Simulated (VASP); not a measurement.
Given:

```
CELL_PARAMETERS angstrom
      0.00000     2.29784     2.29784
      2.29784     0.00000     2.29784
      2.29784     2.29784     0.00000
ATOMIC_POSITIONS crystal
  Zr 0.00000 0.00000 0.00000
  N  0.50000 0.50000 0.50000
```

These are PBE GGA, VASP's PBE PAW potentials (set 64) (plane waves; VASP 6.6.1) values and carry that method's errors. Settings: 620 eV cut-off, 14×14×14 Γ-centred mesh, first-order Methfessel-Paxton smearing of 0.10 eV, potentials Zr_sv N.

Problem. Predict the energy per atom (σ→0), band gap (on the k-mesh) with the smallest direct gap where there is one.

Solution. 
- band gap (on the k-mesh) = none (metal, semimetal or under 0.01 eV)
- energy per atom (σ→0) = -10.184 eV/atom

Total energies compare only between runs with the same potentials, cut-off and functional.

The compound is ZrN in the rock salt structure. It was relaxed first. The electron count is odd and the run is not spin-polarised, which forces a metal.
